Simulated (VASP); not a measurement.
Set up this calculation in VASP 6.6.1, as the native input.

```yaml
Task: single point
Functional: PBE
Potentials_or_basis: VASP PAW PBE potentials, release 64 (Ni, Mo_sv, Pd, Ir, W_sv)
Cutoff: 520 eV
k_mesh: 11 × 11 × 3
Occupations: fermi-dirac, width 0.05 eV
Spin: collinear spin, ferromagnetic start
Starting_moments: "[1.0, 1.0, 0.0, 0.6, 0.0] μB"
Further_INCAR_settings: ALGO = Normal; EDIFF = 1e-07; NBANDS = 40
```

The structure of NiMoIrPdW lies in POSCAR:

```
NiMoIrPdW
1.0
    2.3446000000     -1.4313800000      0.0090600000
    2.3446000000      1.4313800000      0.0090600000
   -2.2060000000      0.0000000000     10.9237400000
Ni Mo Pd Ir W
1 1 1 1 1
Direct
    0.4983800000      0.4983800000      0.2952500000
    0.3177300000      0.3177300000      0.9120700000
    0.2473300000      0.2473300000      0.4906100000
    0.7498200000      0.7498200000      0.1080200000
    0.6867300000      0.6867300000      0.6940600000
```

The cell was built by a generator and needn't be a form met in nature.

These files were run (other wordings do the same):

INCAR

```
SYSTEM = NiMoIrPdW
ALGO = Normal ; EDIFF = 1E-7
ENCUT = 520 ; GGA = PE
ISIF = 2 ; ISMEAR = -1
ISPIN = 2 ; KPAR = 4
LASPH = .TRUE. ; LCHARG = .FALSE.
LMAXMIX = 4 ; LORBIT = 11
LREAL = .FALSE. ; LWAVE = .FALSE.
MAGMOM = 1 1 0 0.6 0 ; NBANDS = 40
NELM = 120 ; PREC = Accurate
SIGMA = 0.05
```

KPOINTS

```
k-points
0
G
  11 11 3
  0 0 0
```

Potentials or basis: VASP PAW PBE potentials, release 64 (Ni, Mo_sv, Pd, Ir, W_sv).

Command:

```console
$ cat potpaw_PBE.64/Ni/POTCAR potpaw_PBE.64/Mo_sv/POTCAR potpaw_PBE.64/Pd/POTCAR potpaw_PBE.64/Ir/POTCAR potpaw_PBE.64/W_sv/POTCAR > POTCAR
$ mpirun -np 4 vasp_std > vasp.out
```

Results of the run:

| Quantity | Value |
| --- | --- |
| Pressure | 0.3 GPa |
| Largest force | 0.087 eV/Å |
| Band gap on the k mesh | none (metal or under the smearing width) |
| Net moment | 0.00 μB per cell |
| Valence electrons inside the program's atomic spheres | Ni 9.13; Mo 12.53; Pd 9.56; Ir 8.34; W 12.04 |

Wall time 8.2 min on 4 MPI ranks on Intel(R) Xeon(R) Platinum 8175M CPU @ 2.50GHz (Skylake/Cascade Lake), with other jobs on the host, peak memory 0.61 GiB a rank.
